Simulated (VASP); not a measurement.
All values below come from optB88-vdW, VASP's PBE PAW potentials (set 64) (plane waves; VASP).

Input for VASP

### INCAR
```
SYSTEM = AuZn
PREC = Accurate
ENCUT = 520
EDIFF = 1E-7
NELM = 100
ALGO = Normal
LREAL = .FALSE.
LASPH = .TRUE.
ISMEAR = 1
SIGMA = 0.1
GGA = BO
PARAM1 = 0.1833333333
PARAM2 = 0.22
LUSE_VDW = .TRUE.
AGGAC = 0.0
LMAXMIX = 6
LWAVE = .FALSE.
LCHARG = .FALSE.
ISIF = 2
```

File KPOINTS:
```
Automatic mesh
0
gamma
11 11 11
0 0 0
```

POSCAR:
```
AuZn
1
    3.1868661034     0.0000000000     0.0000000000
    0.0000000000     3.1868661034     0.0000000000
    0.0000000000     0.0000000000     3.1868661034
Zn Au
1 1
Direct
  0.5000000000   0.5000000000   0.5000000000
  0.0000000000   0.0000000000   0.0000000000
```

POTCAR, in this order: Zn Au (PBE.64 set). Program: vasp_std.

What VASP printed:

**OSZICAR**
```
       N       E                     dE             d eps       ncg     rms          rms(c)
DAV:   1     0.133973260269E+03    0.13397E+03   -0.11799E+04  1696   0.197E+03
DAV:   2     0.494032537089E+01   -0.12903E+03   -0.12446E+03  1764   0.339E+02
DAV:   3     0.722154877008E+00   -0.42182E+01   -0.42089E+01  2030   0.711E+01
DAV:   4     0.696871976720E+00   -0.25283E-01   -0.25281E-01  1946   0.497E+00
DAV:   5     0.696570805886E+00   -0.30117E-03   -0.30117E-03  2051   0.533E-01    0.754E+00
DAV:   6     0.107379133068E+01    0.37722E+00   -0.13624E+00  1729   0.131E+01    0.482E+00
DAV:   7     0.109703133258E+01    0.23240E-01   -0.30329E-02  2250   0.431E+00    0.262E+00
DAV:   8     0.110493689604E+01    0.79056E-02   -0.11301E-02  1939   0.129E+00    0.152E-01
DAV:   9     0.110488582341E+01   -0.51073E-04   -0.39956E-04  1869   0.211E-01    0.743E-02
DAV:  10     0.110486509758E+01   -0.20726E-04   -0.64287E-05  2009   0.156E-01    0.162E-02
DAV:  11     0.110486436684E+01   -0.73074E-06   -0.20064E-05  1953   0.123E-01    0.450E-03
DAV:  12     0.110486442666E+01    0.59815E-07   -0.54949E-07  2051   0.181E-02
   1 F= 0.11048644E+01 E0= 0.11048810E+01  d E =-.497927E-04
```

OUTCAR:
```
------------------------ aborting loop because EDIFF is reached ----------------------------------------
  FORCE on cell =-STRESS in cart. coord.  units (eV):
  Direction    XX          YY          ZZ          XY          YZ          ZX
  --------------------------------------------------------------------------------------
  Total        0.0302558      0.0302558      0.0302558     -0.0000000      0.0000000     -0.0000000
  in kB        1.4977092      1.4977092      1.4977092     -0.0000000      0.0000000     -0.0000000
  external PRESSURE =       1.4977092 kB  Pullay stress =       0.0000000 kB
  volume of cell :       32.37
      direct lattice vectors                 reciprocal lattice vectors
     3.186866103  0.000000000  0.000000000     0.313787893  0.000000000  0.000000000
     0.000000000  3.186866103  0.000000000     0.000000000  0.313787893  0.000000000
     0.000000000  0.000000000  3.186866103     0.000000000  0.000000000  0.313787893
 POSITION                                       TOTAL-FORCE (eV/Angst)
 -----------------------------------------------------------------------------------
      1.59343      1.59343      1.59343         0.000000      0.000000      0.000000
      0.00000      0.00000      0.00000         0.000000      0.000000      0.000000
 -----------------------------------------------------------------------------------
    total drift:                                0.000000      0.000000     -0.000000
  FREE ENERGIE OF THE ION-ELECTRON SYSTEM (eV)
  ---------------------------------------------------
  free  energy   TOTEN  =         1.1048644267 eV

  energy  without entropy=        1.1049142194  energy(sigma->0) =        1.10488102
```
(Selected blocks of OUTCAR.)

The compound is AuZn in the CsCl type structure. It was relaxed first. The electron count is odd and the run is not spin-polarised, which forces a metal.
